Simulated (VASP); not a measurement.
Data:

```xyz
2
Lattice="4.6590 0.0000 0.0000 0.0000 4.6590 0.0000 0.0000 0.0000 4.6590" Properties=species:S:1:pos:R:3 pbc="T T T"
Cs     0.0000     0.0000     0.0000
I      2.3295     2.3295     2.3295
```

Calculation: r2SCAN meta-GGA, VASP's PBE PAW potentials (set 64) (plane waves; VASP). Settings: 520 eV cut-off, 6×6×6 Γ-centred mesh, Gaussian smearing of 0.050 eV, potentials Cs_sv I.

Unless said otherwise, spin-orbit coupling is left out, though it shifts the bands of the heavy elements here.

Task: Estimate the energy per atom (σ→0), band gap (on the k-mesh) with the smallest direct gap where there is one.

Result: 
The band gap (on the k-mesh) is 4.38 eV, the smallest direct gap (on the k-mesh) is 4.48 eV and the energy per atom (σ→0) is -26.562 eV/atom.

Only differences to runs with the same potentials and settings are physical.

The compound is CsI in the CsCl type structure. This cell is one point of a volume scan, at 1.03 of the reference volume.
